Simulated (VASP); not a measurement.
An input for Quantum ESPRESSO's pw.x (written as the equivalent of a VASP run, and not itself run):

```
&CONTROL
  calculation = 'vc-relax'
  pseudo_dir = './pseudo'
  outdir = './out'
  tprnfor = .true.
  tstress = .true.
  nstep = 40
  forc_conv_thr = 0.00078
/
&SYSTEM
  ibrav = 0
  nat = 1
  ntyp = 1
  ecutwfc = 76
  occupations = 'smearing'
  smearing = 'methfessel-paxton'
  degauss = 0.00735
  input_dft = 'pbe'
/
&ELECTRONS
  conv_thr = 7.3e-08
  electron_maxstep = 100
/
&IONS
/
&CELL
  press = 100
/
ATOMIC_SPECIES
  Au 196.967 Au.upf
CELL_PARAMETERS angstrom
     0.0000000    2.0365781    2.0365781
     2.0365781   -0.0000000    2.0365781
     2.0365781    2.0365781   -0.0000000
ATOMIC_POSITIONS crystal
  Au   0.0000000  0.0000000  0.0000000
K_POINTS automatic
  15 15 15 0 0 0
```

Q: Write the VASP files for the same calculation (PBE).

A: One answer among several that fit: 
**INCAR**
```
ALGO = Normal
EDIFF = 1E-6
EDIFFG = -0.02
ENCUT = 500
GGA = PE
IBRION = 2
ISIF = 3
ISMEAR = 1
LASPH = .TRUE.
LCHARG = .FALSE.
LMAXMIX = 6
LREAL = .FALSE.
LWAVE = .FALSE.
NELM = 100
NSW = 40
PREC = Accurate
PSTRESS = 100
SIGMA = 0.1
SYSTEM = Au
```

File KPOINTS:
```
kpoints
0
Gamma
 15 15 15
0 0 0
```

### POSCAR
```
Au
1
    0.0000000000     2.0365781138     2.0365781138
    2.0365781138    -0.0000000000     2.0365781138
    2.0365781138     2.0365781138    -0.0000000000
Au
1
Direct
  0.0000000000   0.0000000000   0.0000000000
```

POTCAR, in this order: Au (PBE.64 set). Program: vasp_std.

What does not carry over: the potentials are each code's own (VASP's PAW set, PseudoDojo norm-conserving files in pw.x), so ENCUT and ecutwfc are chosen apart and not converted; conv_thr bounds pw.x's estimated SCF error, while EDIFF bounds the energy change between steps; forc_conv_thr acts on force components and is met together with etot_conv_thr.

The compound is Au in the fcc structure. It was relaxed first under an external pressure of 10 GPa.
